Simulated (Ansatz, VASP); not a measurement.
# Cross-check of Ba2SeO between VASP and Ansatz, part 2 of 2

One calculation is typed for both programs; each brings its own data sets. How far apart do they land? The cell is invented: As first built, before any earlier steps moved the atoms (in the runner's words): it takes the MgSe structure with some of its atoms replaced by other elements, volume scaled by an estimate. It may not be a known or stable phase. The cell is taken from a series of VASP runs on this material, whose earlier steps may have relaxed, scaled or displaced it; both programs get it as it stands. Valence electrons are named where the data sets of a main pair hold unlike numbers.

VASP 6.6.1 and Ansatz 0.2.0.

So far. Step 3 (Ansatz: single point, PBE): The run ends at a pressure of -0.81 GPa, with forces up to 0.23 eV/Å.

## Step 6: VASP: band structure, PBE

Level of this step: PBE; plane waves and PAW (Ba_sv, Se, O); invented cell (VASP).

The same path points are solved in both programs, so levels can be compared one by one.

The input, INCAR:

```
SYSTEM = Ba2SeO
PREC = Accurate
ENCUT = 520
EDIFF = 1E-06
NELM = 100
ISMEAR = 0
SIGMA = 0.05
LREAL = .FALSE.
ALGO = Normal
GGA = PE
NBANDS = 30
LORBIT = 11
LWAVE = .FALSE.
LCHARG = .FALSE.
KPAR = 2
```

The input, POSCAR:

```
Ba2SeO
1.0
    4.7404832200      0.0000000000      0.0000000000
    0.0000000000      4.4389628300      0.0000000000
   -0.0735353900      0.0000000000      6.5383073500
Ba Se O
2 1 1
Direct
    0.4996762360      0.5000000000      0.4370531020
    0.1262429400      0.0000000000      0.9948535090
    0.9963588130      0.0000000000      0.5017322050
    0.3825050120      0.5000000000      0.0670541840
```

The input, KPOINTS:

```
Automatic mesh
0
Gamma
4 5 3
0 0 0
```

The input, KPOINTS_OPT:

```
Line mode
16
Line-mode
Reciprocal
  0.00000000   0.00000000   0.00000000 GAMMA
  0.00000000   0.00000000   0.50000000 Y

  0.00000000   0.00000000   0.50000000 Y
 -0.49598608   0.00000000   0.50769384 H

 -0.49598608   0.00000000   0.50769384 H
 -0.50000000   0.00000000   0.50000000 C

 -0.50000000   0.00000000   0.50000000 C
 -0.50000000   0.50000000   0.50000000 E

 -0.50000000   0.50000000   0.50000000 E
 -0.50401392   0.50000000   0.49230616 M1

 -0.50401392   0.50000000   0.49230616 M1
 -0.50000000   0.50000000   0.00000000 A

 -0.50000000   0.50000000   0.00000000 A
 -0.50000000   0.00000000   0.00000000 X

 -0.50000000   0.00000000   0.00000000 X
 -0.50401392   0.00000000   0.49230616 H1

 -0.49598608   0.50000000   0.50769384 M
  0.00000000   0.50000000   0.50000000 D

  0.00000000   0.50000000   0.50000000 D
  0.00000000   0.50000000   0.00000000 Z

  0.00000000   0.00000000   0.50000000 Y
  0.00000000   0.50000000   0.50000000 D
```

The projector-augmented-wave data sets are Ba_sv, Se and O (PBE family, release 64).

Command:

```sh
$ mpirun -np 2 vasp_std
```

Numbers of over 12 decimals in the logs are rounded to 6 here.

Log:

```text
[banner, memory and clock lines left out]
running    2 mpi-ranks, on    1 nodes
[...]
LDA part: xc-table for (Slater+PW92), standard interpolation
 POSCAR, INCAR and KPOINTS ok, starting setup
[...]
entering main loop
       N       E                     dE             d eps       ncg     rms          rms(c)
DAV:   1     0.194602239333E+03    0.19460E+03   -0.13216E+04  1260   0.911E+02
DAV:   2    -0.922475777430E+01   -0.20383E+03   -0.18747E+03  1708   0.193E+02
DAV:   3    -0.246208195506E+02   -0.15396E+02   -0.15251E+02  1622   0.537E+01
DAV:   4    -0.250120881056E+02   -0.39127E+00   -0.39037E+00  1892   0.732E+00
[...]
DAV:  13    -0.207416539149E+02    0.16238E-04   -0.10750E-04  1490   0.554E-02    0.105E-02
DAV:  14    -0.207416613091E+02   -0.73942E-05   -0.39970E-05  1506   0.265E-02    0.115E-02
DAV:  15    -0.207416604103E+02    0.89879E-06   -0.85205E-06  1532   0.166E-02
   1 F= -.20741660E+02 E0= -.20741660E+02  d E =-.300556E-14
 Start KPOINTS_OPT (optional k-point list driver)
k-point batch [1-21\176]
       N       E                     dE             ncg
DAV:   1    -0.145879285848E+04   -0.61802E+04     1260
DAV:   2    -0.557688427043E+04   -0.41181E+04     1634
DAV:   3    -0.590449246745E+04   -0.32761E+03     1742
DAV:   4    -0.591436419405E+04   -0.98717E+01     1786
DAV:   5    -0.591445279864E+04   -0.88605E-01     1646
DAV:   6    -0.591445455644E+04   -0.17578E-02     1700
DAV:   7    -0.591445460604E+04   -0.49598E-04     1494
DAV:   8    -0.591445460812E+04   -0.20793E-05      970
DAV:   9    -0.591445460822E+04   -0.10094E-06      980
[...]
k-point batch [169-176\176]
       N       E                     dE             ncg
DAV:   1     0.632046728593E+04   -0.63116E+04      480
DAV:   2     0.477016466460E+04   -0.15503E+04      630
DAV:   3     0.464925064355E+04   -0.12091E+03      658
DAV:   4     0.464487638363E+04   -0.43743E+01      716
DAV:   5     0.464485367601E+04   -0.22708E-01      592
DAV:   6     0.464485330801E+04   -0.36800E-03      708
DAV:   7     0.464485330653E+04   -0.14754E-05      524
DAV:   8     0.464485330649E+04   -0.42024E-07      436
```

Parts of OUTCAR (step 6):

```text
  Total        0.0040114     -0.0007023      0.0140549      0.0000000      0.0000000      0.0006817
  in kB        0.0467125     -0.0081788      0.1636703      0.0000000      0.0000000      0.0079389
  external PRESSURE =       0.0674013 kB  Pullay stress =       0.0000000 kB

 POSITION                                       TOTAL-FORCE (eV/Angst)
 -----------------------------------------------------------------------------------
      2.33657      2.21948      2.85759        -0.000096      0.000000     -0.001280
      0.52530      0.00000      6.50466        -0.003895      0.000000     -0.000557
      4.68633      0.00000      3.28048         0.000353      0.000000      0.002412
      1.80833      2.21948      0.43842         0.003638      0.000000     -0.000575
 -----------------------------------------------------------------------------------
    total drift:                                0.000598      0.000000     -0.000840

  FREE ENERGIE OF THE ION-ELECTRON SYSTEM (eV)
  ---------------------------------------------------
  free  energy   TOTEN  =       -20.7416604103 eV

  energy  without entropy=      -20.7416604103  energy(sigma->0) =      -20.74166041

[... 1 part as in an earlier step ...]

[... 2 further parts left out ...]
[key lines of the parts left out:]
E-fermi :   0.9198
```

Spin-orbit coupling is off here; with elements this heavy it splits and shifts levels by tenths of an eV or more.

## Step 7: Ansatz: band structure, PBE

The same cell, functional, mesh and smearing now go to Ansatz, which takes its cutoff from its data sets.

The cell is taken from a series of VASP runs on this material, whose earlier steps may have relaxed, scaled or displaced it; both programs get it as it stands.

The input, input.yaml:

```yaml
crystal:
  lattice:
    - [4.74048322, 0.0, 0.0]
    - [0.0, 4.43896283, 0.0]
    - [-0.07353539, 0.0, 6.53830735]
  atoms:
    - { symbol: Ba, position: [0.499676236, 0.5, 0.437053102] }
    - { symbol: Ba, position: [0.12624294, 0.0, 0.994853509] }
    - { symbol: Se, position: [0.996358813, 0.0, 0.501732205] }
    - { symbol: O, position: [0.382505012, 0.5, 0.067054184] }
hamiltonian:
  xc: pbe
  pseudopotentials: { kind: paw }
kpoints:
  mp_grid: { grid: [4, 5, 3] }
  band_path:
    path:
      - [0.0, 0.0, 0.0]
      - [0.0, 0.0, 0.2]
      - [0.0, 0.0, 0.4]
      - [-0.06613, 0.0, 0.50103]
      - [-0.26453, 0.0, 0.5041]
      - [-0.46292, 0.0, 0.50718]
      - [-0.49706, 0.0, 0.50564]
      - [-0.49866, 0.0, 0.50256]
      - [-0.5, 0.0, 0.5]
      - [-0.5, 0.2, 0.5]
      - [-0.5, 0.4, 0.5]
      - [-0.50054, 0.5, 0.49897]
      - [-0.50214, 0.5, 0.4959]
      - [-0.50375, 0.5, 0.49282]
      - [-0.50294, 0.5, 0.36102]
      - [-0.50134, 0.5, 0.1641]
      - [-0.5, 0.5, 0.0]
      - [-0.5, 0.3, 0.0]
      - [-0.5, 0.1, 0.0]
      - [-0.50054, 0.0, 0.06564]
      - [-0.50214, 0.0, 0.26256]
      - [-0.50375, 0.0, 0.45949]
      - [-0.36372, 0.5, 0.50564]
      - [-0.16533, 0.5, 0.50256]
      - [0.0, 0.5, 0.5]
      - [0.0, 0.5, 0.3]
      - [0.0, 0.5, 0.1]
      - [0.0, 0.06667, 0.5]
      - [0.0, 0.26667, 0.5]
      - [0.0, 0.5, 0.5]
    npoints: 1
scf:
  occupations: { method: gaussian, width: 0.05 }
  n_extra_bands: 8
output:
  forces: true
  stress: true
  eigenvalues: true
```

Command:

```sh
$ ansatz run input.yaml --threads 2 --pin off --max-ram 4608MiB --backend cpu --events-out ev --progress --plain --runs-dir out
```

Log:

```text
[...]
Crystal: 4 atoms, lattice volume = 137.584 Å³
Basis set: ecut = 420 eV, 2697 PW (Γ), exchange–correlation on 64×60×90 points (8 copies of the dense FFT grid, shifted against one another)
Bands: 29, of which v1, the nominal top of the filled ones, is band 21 counted from 1 (20 counted from 0)
Symmetry: 2 space group operations
[...]
k-points: 21 of 60 (time reversal used)
[...]
k-point 0: bands = [... 17 lower, 4.7504, 4.9328, 5.1061, 5.4460, 7.5791, 8.0216, 9.9236, 9.9588, ... 4 higher]
  k-point 1: bands = [... 17 lower, 4.6880, 4.7135, 5.1325, 5.3811, 7.8648, 8.3743, 9.4764, 10.1841, ... 4 higher]
  k-point 2: bands = [... 17 lower, 4.7213, 4.7499, 4.7950, 4.9908, 8.0457, 8.7487, 9.3796, 9.9503, ... 4 higher]
  k-point 20: bands = [... 17 lower, 4.5842, 4.7740, 4.8226, 5.0329, 8.5615, 9.2071, 9.9362, 10.3766, ... 4 higher]
[key lines of the parts left out:]
SCF converged after 7 iterations
Free energy (F): -17941.794407 eV
Fermi energy:    6.512567 eV
P = ⅓ Tr σ = -0.8132 GPa (-8.132 kbar)
```

It took 9.1 s on 2 threads of Arm Neoverse V1, shared host; peak memory 0.39 GiB; 18 s of CPU time.

## Step 8: Side by side

What differs besides the data sets and the points named for the pairs above, as far as they apply: the data sets hold 42 valence electrons in Ansatz (on its default PAW (the set named soft_2) files) and 32 in VASP. Total energies have different zeros and are not compared.

Both answers:

```tsv
quantity	Ansatz	VASP	difference
pressure (GPa)	-0.81	0.01	-0.82
pressure without Ansatz's Pulay correction (GPa)	-0.90	0.01	-0.91
gap over the path points (eV)	2.133	2.084	+0.049
```

Levels at points of the path, from each program's valence-band top (eV; 4 filled, then empty):

```tsv
k (reciprocal lattice)	Ansatz	VASP
0.000 0.000 0.000	-0.70 -0.51 -0.34 0.00 2.13 2.58 4.48	-0.72 -0.53 -0.35 0.00 2.08 2.51 4.46
0.000 0.000 0.200	-0.77 -0.62 -0.31 -0.03 2.35 2.67 4.18	-0.78 -0.64 -0.32 -0.03 2.30 2.62 4.15
0.000 0.000 0.400	-0.77 -0.76 -0.32 -0.08 2.42 3.03 4.01	-0.78 -0.77 -0.32 -0.08 2.35 2.98 3.98
-0.066 0.000 0.501	-0.80 -0.76 -0.40 -0.12 2.51 3.12 4.07	-0.81 -0.78 -0.41 -0.13 2.45 3.08 4.04
-0.265 0.000 0.504	-1.00 -0.87 -0.65 -0.50 3.41 3.67 4.32	-1.02 -0.90 -0.66 -0.53 3.38 3.63 4.31
-0.463 0.000 0.507	-1.07 -1.01 -0.73 -0.60 3.79 4.21 4.81	-1.10 -1.04 -0.77 -0.61 3.76 4.18 4.84
-0.497 0.000 0.506	-1.08 -1.01 -0.74 -0.60 3.80 4.21 4.84	-1.10 -1.05 -0.77 -0.61 3.77 4.19 4.87
-0.499 0.000 0.503	-1.08 -1.01 -0.74 -0.60 3.80 4.21 4.84	-1.10 -1.05 -0.77 -0.61 3.77 4.19 4.87
-0.500 0.000 0.500	-1.08 -1.01 -0.74 -0.60 3.80 4.21 4.84	-1.10 -1.05 -0.77 -0.61 3.77 4.19 4.87
-0.500 0.200 0.500	-1.05 -0.85 -0.75 -0.51 3.70 4.00 4.50	-1.07 -0.89 -0.76 -0.53 3.67 3.97 4.53
```

At this near-relaxed geometry the largest component of a force difference is 221 meV/Å. Among the levels compared at these points, filled levels agree within 46 meV and empty ones within 70 meV. Ansatz's pressure holds a Pulay correction of 0.09 GPa; VASP's holds none.

## Step 9: Other set-ups

Further runs change the set-up of one program: Ansatz's method, potentials or start, or VASP's data sets, cutoff or form of LDA. The table gives Ansatz less VASP for each quantity, since a change that brings one quantity closer may part another.

```tsv
run	r.m.s. force difference (meV/Å)	pressure (GPa)	gap over the path points (eV)
as above	103	-0.82	0.049
Ansatz's larger PAW set (cutoff 900 eV)	102	-0.82	0.049
norm-conserving potentials (cutoff 1240 eV)	103	-0.83	0.048
```

## Step 10: VASP: electric field gradients, PBE

Field gradients test the density near the nuclei, where the PAW reconstruction matters most.

The input, INCAR:

```
SYSTEM = Ba2SeO
PREC = Accurate
ENCUT = 520
EDIFF = 1E-07
NELM = 100
ISMEAR = 0
SIGMA = 0.05
LREAL = .FALSE.
ALGO = Normal
GGA = PE
NBANDS = 22
LORBIT = 11
LWAVE = .FALSE.
LCHARG = .FALSE.
KPAR = 2
LEFG = .TRUE.
LASPH = .TRUE.
```

POSCAR is that of step 6.

KPOINTS is that of step 6.

Command:

```sh
$ mpirun -np 2 vasp_std
```

Log:

```text
[... set-up lines as in an earlier step ...]
 entering main loop
       N       E                     dE             d eps       ncg     rms          rms(c)
DAV:   1     0.219483044164E+03    0.21948E+03   -0.13626E+04   924   0.124E+03
DAV:   2    -0.681451282486E+01   -0.22630E+03   -0.21486E+03  1252   0.244E+02
[... 2 cycles as in an earlier step ...]
DAV:   5    -0.250142468885E+02   -0.69537E-02   -0.69520E-02  1160   0.127E+00    0.117E+01
DAV:   6    -0.210294917527E+02    0.39848E+01   -0.22388E+01  1082   0.217E+01    0.744E+00
DAV:   7    -0.207771255382E+02    0.25237E+00   -0.24503E+00  1152   0.897E+00    0.309E+00
DAV:   8    -0.207181210746E+02    0.59004E-01   -0.31401E-01  1158   0.376E+00    0.816E-01
[...]
DAV:  15    -0.207430585346E+02    0.58462E-05   -0.31283E-05  1170   0.331E-02    0.277E-03
DAV:  16    -0.207430588627E+02   -0.32810E-06   -0.34436E-06  1148   0.883E-03    0.132E-03
DAV:  17    -0.207430588495E+02    0.13196E-07   -0.22723E-07  1008   0.303E-03
ion   1
     0.0000000     0.0000000     0.0000000    -0.0469304     0.6942132     0.3167470
[...]
0.0000000     0.0000000     0.0000000   -16.3570001    -2.9318891   -25.6144900
     0.0000499     0.0000000     0.0000000   -16.3563050    -2.9317701   -25.6134178
     0.0000687     0.0000000     0.0000000   -16.3559155    -2.9317041   -25.6128193
     0.0000946     0.0000000     0.0000000   -16.3552843    -2.9315977   -25.6118507
     0.0001302     0.0000000     0.0000000   -16.3542667    -2.9314268   -25.6102913

ion   4
     0.0000000     0.0000000     0.0000000     2.6089391     6.0295358    -2.7027833
     0.0000293     0.0000000     0.0000000     2.6089391     6.0295358    -2.7027833
     0.0000403     0.0000000     0.0000000     2.6089390     6.0295357    -2.7027833
     0.0000555     0.0000000     0.0000000     2.6089390     6.0295356    -2.7027833
     0.0000765     0.0000000     0.0000000     2.6089389     6.0295355    -2.7027832

     0.0000000     0.0000000     0.0000000     7.3720140    16.3606114    -6.7380539
     0.0000293     0.0000000     0.0000000     7.3720122    16.3606075    -6.7380523
     0.0000403     0.0000000     0.0000000     7.3720110    16.3606048    -6.7380513
     0.0000555     0.0000000     0.0000000     7.3720089    16.3606004    -6.7380496
     0.0000765     0.0000000     0.0000000     7.3720055    16.3605929    -6.7380466

   1 F= -.20743059E+02 E0= -.20743059E+02  d E =-.577069E-15
```

Parts of OUTCAR (step 10):

```text
  Total       -0.0069910     -0.0129349      0.0008861      0.0000000      0.0000000     -0.0004197
  in kB       -0.0814104     -0.1506274      0.0103190      0.0000000      0.0000000     -0.0048871
  external PRESSURE =      -0.0739063 kB  Pullay stress =       0.0000000 kB

 POSITION                                       TOTAL-FORCE (eV/Angst)
 -----------------------------------------------------------------------------------
      2.33657      2.21948      2.85759        -0.000094      0.000000     -0.002969
      0.52530      0.00000      6.50466        -0.003382      0.000000     -0.000983
      4.68633      0.00000      3.28048         0.000523      0.000000      0.002147
      1.80833      2.21948      0.43842         0.002953      0.000000      0.001805
 -----------------------------------------------------------------------------------
    total drift:                               -0.000063      0.000000      0.000262

  FREE ENERGIE OF THE ION-ELECTRON SYSTEM (eV)
  ---------------------------------------------------
  free  energy   TOTEN  =       -20.7430588495 eV

  energy  without entropy=      -20.7430588495  energy(sigma->0) =      -20.74305885

[... 2 parts as in an earlier step ...]

[... 1 further part left out ...]
[key lines of the parts left out:]
E-fermi :   0.9273
```

The run ends at a pressure of -0.01 GPa, with forces up to 0.0035 eV/Å.

## Step 11: Ansatz: electric field gradients, PBE

The same cell, functional, mesh and smearing now go to Ansatz, which takes its cutoff from its data sets.

The cell is taken from a series of VASP runs on this material, whose earlier steps may have relaxed, scaled or displaced it; both programs get it as it stands.

input.yaml, the sections that differ from step 7:

```yaml
kpoints:
  mp_grid: { grid: [4, 5, 3] }
scf:
  occupations: { method: gaussian, width: 0.05 }
  n_extra_bands: 5
output:
  forces: true
  stress: true
  eigenvalues: true
  efg: {}
# crystal, hamiltonian: as in step 7
```

Command:

```sh
$ ansatz run input.yaml --threads 2 --pin off --max-ram 4608MiB --backend cpu --events-out ev --progress --plain --runs-dir out
```

Log:

```text
[...]
Ba: output.efg is read without spin–orbit coupling, which moves field gradients at and beside such atoms by some per cent and up to a factor of two; PAW files take it under magnetization.noncollinear and magnetization.spin_orbit
[...]
Crystal: 4 atoms, lattice volume = 137.584 Å³
[...]
k-point 0: bands = [... 17 lower, 4.7504, 4.9329, 5.1061, 5.4460, 7.5791, 8.0216, 9.9236, 9.9588, ... 1 higher]
  k-point 1: bands = [... 17 lower, 4.6880, 4.7135, 5.1325, 5.3810, 7.8648, 8.3743, 9.4764, 10.1841, ... 1 higher]
  k-point 2: bands = [... 17 lower, 4.7213, 4.7499, 4.7950, 4.9908, 8.0457, 8.7487, 9.3796, 9.9503, ... 1 higher]
  k-point 20: bands = [... 17 lower, 4.5842, 4.7740, 4.8226, 5.0329, 8.5615, 9.2071, 9.9362, 10.3766, ... 1 higher]
[key lines of the parts left out:]
SCF converged after 7 iterations
Free energy (F): -17941.794407 eV
Fermi energy:    6.512566 eV
P = ⅓ Tr σ = -0.8132 GPa (-8.132 kbar)
```

Wall time 5.7 s (2 threads); peak memory 0.43 GiB; 10 s of CPU time.

The run ends at a pressure of -0.81 GPa, with forces up to 0.23 eV/Å.

## Step 12: Differences

What differs besides the data sets and the points named for the pairs above, as far as they apply: Ansatz adds the response of the frozen cores to the gradients, VASP leaves it out; the data sets hold 42 valence electrons in Ansatz (on its default PAW (the set named soft_2) files) and 32 in VASP. Total energies have different zeros and are not compared.

Compared:

```tsv
quantity	Ansatz	VASP	difference
pressure (GPa)	-0.81	-0.01	-0.81
pressure without Ansatz's Pulay correction (GPa)	-0.90	-0.01	-0.90
gap on the k mesh (eV)	2.133	2.085	+0.048
Vzz at Ba1 (V/Å²)	-77.1	-78.0	+0.9
Vzz at Ba2 (V/Å²)	156.4	160.2	-3.8
Vzz at Se3 (V/Å²)	-38.4	-38.3	-0.1
Vzz at O4 (V/Å²)	19.9	20.6	-0.7
```

At this near-relaxed geometry the largest component of a force difference is 220 meV/Å. A gap on the mesh is an upper bound, since the band edges may lie between its points. Ansatz's pressure holds a Pulay correction of 0.09 GPa; VASP's holds none.

## Step 13: Other set-ups

Further runs change the set-up of one program: Ansatz's method, potentials or start, or VASP's data sets, cutoff or form of LDA. The table gives Ansatz less VASP for each quantity, since a change that brings one quantity closer may part another.

```tsv
run	r.m.s. force difference (meV/Å)	pressure (GPa)	gap on the k mesh (eV)	Vzz at Ba1 (V/Å²)	Vzz at Ba2 (V/Å²)	Vzz at Se3 (V/Å²)
as above	102	-0.81	0.048	0.90	-3.8	-0.11
Ansatz's larger PAW set (cutoff 900 eV)	101	-0.81	0.048	0.47	-3.1	-0.80
```

## Step 14: What came out

```json
{
 "r.m.s. force difference (single point, PBE)": "103 meV/Å",
 "difference in pressure (single point, PBE)": "-0.81 GPa",
 "difference in gap on the k mesh (single point, PBE)": "0.049 eV",
 "r.m.s. force difference (band structure, PBE)": "103 meV/Å",
 "difference in pressure (band structure, PBE)": "-0.82 GPa",
 "difference in gap over the path points (band structure, PBE)": "0.049 eV",
 "r.m.s. force difference (electric field gradients, PBE)": "102 meV/Å",
 "difference in pressure (electric field gradients, PBE)": "-0.81 GPa",
 "difference in gap on the k mesh (electric field gradients, PBE)": "0.048 eV"
}
```

**Reading.** The r.m.s. force difference is 103 meV/Å (single point, PBE), beyond the 12 meV/Å picked in this series as the mark of a large difference. The data sets hold unlike numbers of valence electrons (42 in Ansatz and 32 in VASP), so part of the differences comes from the potentials. For single point, PBE, no further run moves any of the tabulated differences by more than a quarter of its size. For band structure, PBE, no further run moves any of the tabulated differences by more than a quarter of its size. Electric field gradients, PBE, Ansatz's larger PAW set (cutoff 900 eV): the difference in Vzz at Ba1 goes from 0.90 to 0.47 V/Å²; the difference in Vzz at Se3 goes from -0.11 to -0.80 V/Å². 2 further runs of this series are not shown here. How closely two codes agree says nothing of how well the functional describes the real material.

[Lines on the potential files, build, host, timing and source positions are cut from VASP's logs without a mark.]

[Logs are printed without paths, hosts, clocks, repeated set-up lines and the standing remarks that a program may print on its own settings, such as how far it seeks lower states.]

[Hosts, paths, dates, database ids (printed as entryN), source tags and the programs' standing remarks are cut or masked in the printed files.]
